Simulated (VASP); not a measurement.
# How plane-wave cutoff and k-mesh change a VASP run on Li3ClO, part 2 of 3

A convergence test on Li3ClO: the plane-wave cutoff and k-mesh. The series runs use LDA. The start is a computed cell from the Materials Project.

VASP 6.6.1; LDA; plane waves and PAW (Li_sv, Cl, O).

So far. Step 7 (Plane-wave cutoff: ENCUT = 650): Against the run before the energy moves by +0.18 meV an atom and the pressure by -0.13 GPa, after 14 cycles in 3 s.

## (8) Plane-wave cutoff: ENCUT = 800

INCAR

```
SYSTEM = Li3ClO
PREC = Accurate
ENCUT = 800
EDIFF = 1E-06
NELM = 100
ISMEAR = -1
SIGMA = 0.05
LREAL = .FALSE.
ALGO = Normal
GGA = CA
NBANDS = 17
LORBIT = 11
LWAVE = .FALSE.
LCHARG = .FALSE.
KPAR = 4
ISIF = 2
```

POSCAR

```
Li3ClO
1.0
    3.9083370000      0.0000000000      0.0000000000
    0.0000000000      3.9083370000      0.0000000000
    0.0000000000      0.0000000000      3.9083370000
Li Cl O
3 1 1
Direct
    0.0000000000      0.5000000000      0.5000000000
    0.5000000000      0.0000000000      0.5000000000
    0.5000000000      0.5000000000      0.0000000000
    0.0000000000      0.0000000000      0.0000000000
    0.5000000000      0.5000000000      0.5000000000
```

KPOINTS

```
Automatic mesh
0
Gamma
6 6 6
0 0 0
```

PAW data sets: Li_sv, Cl and O (PBE family, release 64).

Command:

```sh
mpirun -np 4 vasp_std
```

Log:

```text
[... set-up lines as in an earlier step ...]
 entering main loop
       N       E                     dE             d eps       ncg     rms          rms(c)
DAV:   1     0.153727020529E+03    0.15373E+03   -0.13349E+04   680   0.180E+03
DAV:   2    -0.119088356181E+02   -0.16564E+03   -0.15984E+03   859   0.369E+02
DAV:   3    -0.269785260411E+02   -0.15070E+02   -0.15010E+02  1281   0.836E+01
DAV:   4    -0.273982494645E+02   -0.41972E+00   -0.41863E+00   908   0.173E+01
[...]
DAV:  12    -0.236846466555E+02   -0.12399E-04   -0.14312E-04   909   0.762E-02    0.110E-02
DAV:  13    -0.236846440571E+02    0.25984E-05   -0.17952E-05   850   0.251E-02    0.652E-03
DAV:  14    -0.236846439812E+02    0.75923E-07   -0.11660E-06   422   0.704E-03
   1 F= -.23684644E+02 E0= -.23684644E+02  d E =-.286352E-10
```

Wall time 4.4 s (4 MPI ranks of Intel Xeon 6975P-C (Granite Rapids), shared host); peak memory 0.74 GiB.

From OUTCAR (step 8):

```text
  Total       -1.9871300     -1.9871300     -1.9871300     -0.0000000     -0.0000000     -0.0000000
  in kB      -53.3286814    -53.3286814    -53.3286814     -0.0000000     -0.0000000     -0.0000000
  external PRESSURE =     -53.3286814 kB  Pullay stress =       0.0000000 kB

  FREE ENERGIE OF THE ION-ELECTRON SYSTEM (eV)
  ---------------------------------------------------
  free  energy   TOTEN  =       -23.6846439812 eV

  energy  without entropy=      -23.6846439811  energy(sigma->0) =      -23.68464398

[... 2 parts as in an earlier step ...]

[... 2 further parts left out ...]
[key lines of the parts left out:]
E-fermi :   2.4777
```

Against the run before the energy moves by +0.59 meV an atom and the pressure by +0.12 GPa, after 14 cycles in 4.4 s.

## (9) Plane-wave cutoff: ENCUT = 1000

Changes to INCAR since step 8:

```diff
@@ -2,3 +2,3 @@
 PREC = Accurate
-ENCUT = 800
+ENCUT = 1000
 EDIFF = 1E-06
```

POSCAR is that of step 8.

KPOINTS is that of step 8.

Command:

```sh
mpirun -np 4 vasp_std
```

Log:

```text
[... set-up lines as in an earlier step ...]
 entering main loop
       N       E                     dE             d eps       ncg     rms          rms(c)
DAV:   1     0.174522551510E+03    0.17452E+03   -0.15013E+04   680   0.211E+03
DAV:   2    -0.108527728137E+02   -0.18538E+03   -0.17967E+03   871   0.413E+02
DAV:   3    -0.256485824069E+02   -0.14796E+02   -0.14708E+02  1174   0.903E+01
DAV:   4    -0.273981545116E+02   -0.17496E+01   -0.17477E+01  1028   0.230E+01
[...]
DAV:  12    -0.236856496647E+02   -0.13063E-04   -0.14655E-04   892   0.768E-02    0.115E-02
DAV:  13    -0.236856468146E+02    0.28501E-05   -0.19032E-05   876   0.255E-02    0.662E-03
DAV:  14    -0.236856467281E+02    0.86480E-07   -0.12245E-06   429   0.719E-03
   1 F= -.23685647E+02 E0= -.23685647E+02  d E =-.285192E-10
```

Wall time 6.6 s (4 MPI ranks); peak memory 0.86 GiB; 24 s of CPU time.

From OUTCAR (step 9):

```text
  Total       -1.9726058     -1.9726058     -1.9726058      0.0000000     -0.0000000      0.0000000
  in kB      -52.9388950    -52.9388950    -52.9388950      0.0000000     -0.0000000      0.0000000
  external PRESSURE =     -52.9388950 kB  Pullay stress =       0.0000000 kB

 POSITION                                       TOTAL-FORCE (eV/Angst)
 -----------------------------------------------------------------------------------
      0.00000      1.95417      1.95417         0.000000      0.000000      0.000000
      1.95417      0.00000      1.95417         0.000000      0.000000      0.000000
      1.95417      1.95417      0.00000         0.000000      0.000000      0.000000
      0.00000      0.00000      0.00000         0.000000      0.000000      0.000000
      1.95417      1.95417      1.95417         0.000000      0.000000      0.000000
 -----------------------------------------------------------------------------------
    total drift:                                0.000000      0.000000     -0.000000

  FREE ENERGIE OF THE ION-ELECTRON SYSTEM (eV)
  ---------------------------------------------------
  free  energy   TOTEN  =       -23.6856467281 eV

  energy  without entropy=      -23.6856467281  energy(sigma->0) =      -23.68564673

[... 1 part as in an earlier step ...]

[... 2 further parts left out ...]
[key lines of the parts left out:]
E-fermi :   2.4775
```

Against the run before the energy moves by -0.20 meV an atom and the pressure by +0.04 GPa, after 14 cycles in 6.6 s.

## (10) The plane-wave cutoff series as a table

This step: convergence of LDA results with the cutoff; plane waves and PAW (VASP 6.6.1).

No new run; the numbers come from the runs before.

Differences are taken from the run with ENCUT = 1000. Results of the series, by row:

| setting | status | energy less the reference (meV/atom) | pressure (GPa) | gap (eV) | SCF cycles | wall time (s) |
| --- | --- | --- | --- | --- | --- | --- |
| ENCUT = 300 | converged | -288.8 | -24.04 | 4.198 | 14 | 1.6 |
| ENCUT = 370 | converged | -40.29 | -12.62 | 4.515 | 14 | 2.4 |
| ENCUT = 450 | converged | -3.756 | -6.503 | 4.598 | 14 | 2.4 |
| ENCUT = 500 | converged | -0.4845 | -5.498 | 4.6 | 14 | 3 |
| ENCUT = 570 | converged | -0.5729 | -5.33 | 4.594 | 14 | 3.2 |
| ENCUT = 650 | converged | -0.3936 | -5.456 | 4.594 | 14 | 3 |
| ENCUT = 800 | converged | 0.2006 | -5.333 | 4.59 | 14 | 4.4 |
| ENCUT = 1000 | converged | 0 | -5.294 | 4.589 | 14 | 6.6 |

## (11) K-mesh: 2 2 2

This step: LDA; plane waves and PAW (Li_sv, Cl, O) (VASP 6.6.1).

The sum over the zone converges with the mesh, fast for insulators and slowly for metals.

Changes to INCAR since step 9:

```diff
@@ -2,3 +2,3 @@
 PREC = Accurate
-ENCUT = 1000
+ENCUT = 650
 EDIFF = 1E-06
@@ -14,3 +14,3 @@
 LCHARG = .FALSE.
-KPAR = 4
+NCORE = 4
 ISIF = 2
```

POSCAR is that of step 9.

KPOINTS

```
Automatic mesh
0
Gamma
2 2 2
0 0 0
```

Command:

```sh
mpirun -np 4 vasp_std
```

Log:

```text
[banner, memory and clock lines left out]
running    4 mpi-ranks, on    1 nodes
 distrk:  each k-point on    4 cores,    1 groups
 distr:  one band on    4 cores,    1 groups

 POSCAR found type information on POSCAR LiClO
 POSCAR found :  3 types and       5 ions
 [... a notice as in an earlier step ...]

 LDA part: xc-table for (Slater(with rela. corr.)+CA(PZ))
 , standard interpolation
 POSCAR, INCAR and KPOINTS ok, starting setup
 FFT: planning ... GRIDC
 FFT: planning ... GRID_SOFT
 FFT: planning ... GRID
 WAVECAR not read
 entering main loop
       N       E                     dE             d eps       ncg     rms          rms(c)
DAV:   1     0.137200107374E+03    0.13720E+03   -0.11818E+04   136   0.152E+03
DAV:   2    -0.128736385042E+02   -0.15007E+03   -0.14639E+03   169   0.341E+02
DAV:   3    -0.267812906524E+02   -0.13908E+02   -0.13856E+02   246   0.775E+01
DAV:   4    -0.271807294913E+02   -0.39944E+00   -0.39910E+00   182   0.151E+01
DAV:   5    -0.271949440225E+02   -0.14215E-01   -0.14211E-01   223   0.219E+00    0.939E+00
DAV:   6    -0.237438075020E+02    0.34511E+01   -0.10346E+01   138   0.201E+01    0.383E+00
DAV:   7    -0.236521909167E+02    0.91617E-01   -0.11872E+00   178   0.492E+00    0.269E+00
DAV:   8    -0.235408186002E+02    0.11137E+00   -0.43292E-01   136   0.422E+00    0.939E-01
DAV:   9    -0.235219030834E+02    0.18916E-01   -0.15744E-01   156   0.174E+00    0.325E-01
DAV:  10    -0.235219189155E+02   -0.15832E-04   -0.11067E-02   155   0.559E-01    0.725E-02
DAV:  11    -0.235217198077E+02    0.19911E-03   -0.82909E-04   189   0.172E-01    0.314E-02
DAV:  12    -0.235217182383E+02    0.15694E-05   -0.53674E-05   204   0.463E-02    0.117E-02
DAV:  13    -0.235217177896E+02    0.44873E-06   -0.44559E-06   159   0.141E-02
   1 F= -.23521718E+02 E0= -.23521718E+02  d E =-.133128E-10
```

Elapsed: 1.4 s, on 4 MPI ranks; peak memory 0.41 GiB.

OUTCAR, selected parts (step 11):

```text
   k-points           NKPTS =      4   k-points in BZ     NKDIM =      4   number of bands    NBANDS=     17

   ENCUT  =  650.0 eV  47.77 Ry    6.91 a.u.   8.12  8.12  8.12*2*pi/ulx,y,z

   NELECT =      22.0000    total number of electrons

 E-fermi :   2.6789

 k-point     1 :       0.0000    0.0000    0.0000
  band No.  band energies     occupation
    ...
      7      -1.4854      2.00000
      8      -1.4854      2.00000
      9       0.8891      2.00000
     10       0.8891      2.00000
     11       0.8891      2.00000
     12       6.0082      0.00000
     13       8.3412      0.00000
     14       8.3412      0.00000
     15      12.8006      0.00000
     16      12.8006      0.00000
    ...

  Total       -1.6274478     -1.6274478     -1.6274478     -0.0000000      0.0000000      0.0000000
  in kB      -43.6758765    -43.6758765    -43.6758765     -0.0000000      0.0000000      0.0000000
  external PRESSURE =     -43.6758765 kB  Pullay stress =       0.0000000 kB

  FREE ENERGIE OF THE ION-ELECTRON SYSTEM (eV)
  ---------------------------------------------------
  free  energy   TOTEN  =       -23.5217177896 eV

  energy  without entropy=      -23.5217177896  energy(sigma->0) =      -23.52171779

[... 5 parts as in an earlier step ...]

[... 9 further parts left out ...]
```

This step gave:

* SCF cycles: 13
* irreducible k-points: 4
* free energy (TOTEN): -23.52 eV
* Fermi energy: 2.679 eV
* pressure: -4.368 GPa
* gap on the k-mesh: 4.616 eV
* least direct gap on the k-mesh: 4.632 eV

The series starts at -4.7043 eV an atom and -4.37 GPa, after 13 cycles in 1.4 s.

## (12) K-mesh: 3 3 3

Changes to INCAR since step 11:

```diff
@@ -14,3 +14,4 @@
 LCHARG = .FALSE.
-NCORE = 4
+KPAR = 2
+NCORE = 2
 ISIF = 2
```

POSCAR is that of step 11.

KPOINTS

```
Automatic mesh
0
Gamma
3 3 3
0 0 0
```

Command:

```sh
mpirun -np 4 vasp_std
```

Log:

```text
[banner, memory and clock lines left out]
running    4 mpi-ranks, on    1 nodes
[...]
[... a notice as in an earlier step ...]

 LDA part: xc-table for (Slater(with rela. corr.)+CA(PZ))
 , standard interpolation
 POSCAR, INCAR and KPOINTS ok, starting setup
[...]
entering main loop
       N       E                     dE             d eps       ncg     rms          rms(c)
DAV:   1     0.139005349969E+03    0.13901E+03   -0.12062E+04   136   0.160E+03
DAV:   2    -0.124141540094E+02   -0.15142E+03   -0.14727E+03   162   0.347E+02
DAV:   3    -0.260200248725E+02   -0.13606E+02   -0.13531E+02   238   0.785E+01
DAV:   4    -0.273832557243E+02   -0.13632E+01   -0.13594E+01   199   0.204E+01
[...]
DAV:  11    -0.236776712007E+02    0.47777E-03   -0.19464E-03   175   0.271E-01    0.126E-02
DAV:  12    -0.236776842200E+02   -0.13019E-04   -0.15944E-04   157   0.826E-02    0.144E-02
DAV:  13    -0.236776849187E+02   -0.69863E-06   -0.94052E-06   191   0.163E-02
   1 F= -.23677685E+02 E0= -.23677685E+02  d E =-.243488E-10
```

The job ended after 1.4 s (4 MPI ranks; peak memory 0.52 GiB).

Parts of OUTCAR (step 12):

```text
  Total       -2.0104623     -2.0104623     -2.0104623     -0.0000000      0.0000000     -0.0000000
  in kB      -53.9548518    -53.9548518    -53.9548518     -0.0000000      0.0000000     -0.0000000
  external PRESSURE =     -53.9548518 kB  Pullay stress =       0.0000000 kB

  FREE ENERGIE OF THE ION-ELECTRON SYSTEM (eV)
  ---------------------------------------------------
  free  energy   TOTEN  =       -23.6776849187 eV

  energy  without entropy=      -23.6776849186  energy(sigma->0) =      -23.67768492

[... 3 parts as in an earlier step ...]

[... 1 further part left out ...]
[key lines of the parts left out:]
E-fermi :   2.4784
```

Against the run before the energy moves by -31.19 meV an atom and the pressure by -1.03 GPa, after 13 cycles in 1.4 s.

## (13) K-mesh: 4 4 4

Changes to INCAR since step 12:

```diff
@@ -14,4 +14,3 @@
 LCHARG = .FALSE.
-KPAR = 2
-NCORE = 2
+KPAR = 4
 ISIF = 2
```

POSCAR is that of step 12.

KPOINTS

```
Automatic mesh
0
Gamma
4 4 4
0 0 0
```

Command:

```sh
mpirun -np 4 vasp_std
```

Log:

```text
[... set-up lines as in an earlier step ...]
 entering main loop
       N       E                     dE             d eps       ncg     rms          rms(c)
DAV:   1     0.144106590009E+03    0.14411E+03   -0.11710E+04   340   0.155E+03
DAV:   2    -0.122565102977E+02   -0.15636E+03   -0.15153E+03   427   0.338E+02
DAV:   3    -0.270782010398E+02   -0.14822E+02   -0.14756E+02   652   0.787E+01
DAV:   4    -0.274068011720E+02   -0.32860E+00   -0.32821E+00   444   0.151E+01
[...]
DAV:  12    -0.236867000911E+02   -0.13025E-04   -0.14392E-04   419   0.745E-02    0.109E-02
DAV:  13    -0.236866970015E+02    0.30897E-05   -0.17659E-05   440   0.254E-02    0.686E-03
DAV:  14    -0.236866968493E+02    0.15214E-06   -0.16193E-06   270   0.749E-03
   1 F= -.23686697E+02 E0= -.23686697E+02  d E =-.757458E-10
```

It took 2.2 s on 4 MPI ranks; peak memory 0.59 GiB; 6.9 s of CPU time.

OUTCAR, selected parts (step 13):

```text
  Total       -2.0298345     -2.0298345     -2.0298345      0.0000000     -0.0000000      0.0000000
  in kB      -54.4747432    -54.4747432    -54.4747432      0.0000000     -0.0000000      0.0000000
  external PRESSURE =     -54.4747432 kB  Pullay stress =       0.0000000 kB

  FREE ENERGIE OF THE ION-ELECTRON SYSTEM (eV)
  ---------------------------------------------------
  free  energy   TOTEN  =       -23.6866968493 eV

  energy  without entropy=      -23.6866968492  energy(sigma->0) =      -23.68669685

[... 2 parts as in an earlier step ...]

[... 2 further parts left out ...]
[key lines of the parts left out:]
E-fermi :   2.4795
```

Against the run before the energy moves by -1.80 meV an atom and the pressure by -0.05 GPa, after 14 cycles in 2.2 s.

## (14) K-mesh: 5 5 5

INCAR is that of step 13.

POSCAR is that of step 13.

KPOINTS

```
Automatic mesh
0
Gamma
5 5 5
0 0 0
```

Command:

```sh
mpirun -np 4 vasp_std
```

Log:

```text
[... set-up lines as in an earlier step ...]
 entering main loop
       N       E                     dE             d eps       ncg     rms          rms(c)
DAV:   1     0.141491459897E+03    0.14149E+03   -0.12037E+04   340   0.157E+03
DAV:   2    -0.125246825114E+02   -0.15402E+03   -0.15071E+03   410   0.348E+02
DAV:   3    -0.271183468973E+02   -0.14594E+02   -0.14530E+02   653   0.775E+01
DAV:   4    -0.274137659385E+02   -0.29542E+00   -0.29502E+00   454   0.144E+01
[...]
DAV:  12    -0.236877663681E+02   -0.10667E-04   -0.13127E-04   460   0.760E-02    0.983E-03
DAV:  13    -0.236877643423E+02    0.20258E-05   -0.17283E-05   426   0.249E-02    0.507E-03
DAV:  14    -0.236877643991E+02   -0.56750E-07   -0.67056E-07   195   0.600E-03
   1 F= -.23687764E+02 E0= -.23687764E+02  d E =-.295228E-10
```

Elapsed: 2.2 s, on 4 MPI ranks; peak memory 0.58 GiB; 6.5 s of CPU time.

From OUTCAR (step 14):

```text
  Total       -2.0335177     -2.0335177     -2.0335177     -0.0000000     -0.0000000     -0.0000000
  in kB      -54.5735893    -54.5735893    -54.5735893     -0.0000000     -0.0000000     -0.0000000
  external PRESSURE =     -54.5735893 kB  Pullay stress =       0.0000000 kB

  FREE ENERGIE OF THE ION-ELECTRON SYSTEM (eV)
  ---------------------------------------------------
  free  energy   TOTEN  =       -23.6877643991 eV

  energy  without entropy=      -23.6877643990  energy(sigma->0) =      -23.68776440

[... 3 parts as in an earlier step ...]

[... 1 further part left out ...]
[key lines of the parts left out:]
E-fermi :   2.4780
```

Against the run before the energy moves by -0.21 meV an atom and the pressure by -0.01 GPa, after 14 cycles in 2.2 s.

## (15) K-mesh: 7 7 7

INCAR is that of step 14.

POSCAR is that of step 14.

KPOINTS

```
Automatic mesh
0
Gamma
7 7 7
0 0 0
```

Command:

```sh
mpirun -np 4 vasp_std
```

Log:

```text
[... set-up lines as in an earlier step ...]
 entering main loop
       N       E                     dE             d eps       ncg     rms          rms(c)
DAV:   1     0.131995305666E+03    0.13200E+03   -0.11897E+04   680   0.154E+03
DAV:   2    -0.133553573527E+02   -0.14535E+03   -0.14129E+03   911   0.332E+02
DAV:   3    -0.271359403012E+02   -0.13781E+02   -0.13733E+02  1303   0.753E+01
DAV:   4    -0.274129594937E+02   -0.27702E+00   -0.27675E+00   886   0.138E+01
[...]
DAV:  12    -0.236877677150E+02   -0.12181E-04   -0.19165E-04   881   0.871E-02    0.125E-02
DAV:  13    -0.236877645864E+02    0.31285E-05   -0.33315E-05   835   0.332E-02    0.672E-03
DAV:  14    -0.236877646851E+02   -0.98679E-07   -0.11285E-06   444   0.763E-03
   1 F= -.23687765E+02 E0= -.23687765E+02  d E =-.248026E-10
```

The job ended after 3 s (4 MPI ranks; peak memory 0.61 GiB).

From OUTCAR (step 15):

```text
  Total       -2.0344879     -2.0344879     -2.0344879     -0.0000000      0.0000000     -0.0000000
  in kB      -54.5996284    -54.5996284    -54.5996284     -0.0000000      0.0000000     -0.0000000
  external PRESSURE =     -54.5996284 kB  Pullay stress =       0.0000000 kB

  FREE ENERGIE OF THE ION-ELECTRON SYSTEM (eV)
  ---------------------------------------------------
  free  energy   TOTEN  =       -23.6877646851 eV

  energy  without entropy=      -23.6877646851  energy(sigma->0) =      -23.68776469

[... 3 parts as in an earlier step ...]

[... 1 further part left out ...]
[key lines of the parts left out:]
E-fermi :   2.4780
```

Against the run before the energy stays within 0.01 meV an atom and the pressure within 0.01 GPa, after 14 cycles in 3 s.

(Continued in part 3 of 3.)

[Lines on the potential files, build, host, timing and source positions are cut from VASP's logs without a mark.]

[Logs are printed without paths, hosts, clocks, repeated set-up lines and the standing remarks that a program may print on its own settings, such as how far it seeks lower states.]

[Hosts, paths, dates, database ids (printed as entryN), source tags and the programs' standing remarks are cut or masked in the printed files.]

[A measured line is paired with the nearest computed mode of its activity, which favours agreement.]
